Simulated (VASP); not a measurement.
Given:

```
In
1.0
   -1.60529     1.60529     2.45551
    1.60529    -1.60529     2.45551
    1.60529     1.60529    -2.45551
In
1
Cartesian
  0.00000   0.00000   0.00000
```

Level of theory: PBE GGA, VASP's PBE PAW potentials (set 64) (plane waves; VASP). Numerical set-up: 300 eV cut-off, 19×19×19 Γ-centred mesh, Fermi-Dirac smearing of 0.10 eV, potentials In_d.

Give the energies of bands 6 to 9 at the high-symmetry points, in eV from the Fermi level.

```tsv
band	Γ	X	P	N	M	S	R
6	-9.79	-2.05	-1.12	-4.33	-2.96	-2.50	-1.58
7	10.82	-1.55	-0.10	-3.53	-2.84	-1.30	-0.32
8	10.82	3.54	-0.10	7.64	4.86	-0.61	0.10
9	11.02	4.00	1.74	9.45	4.86	6.36	1.30
```

It has no gap at this level: it comes out as a metal or semimetal.

The structure comes from a computed database's In entry; how it stands against other phases isn't given here. The cell was not relaxed at this level.
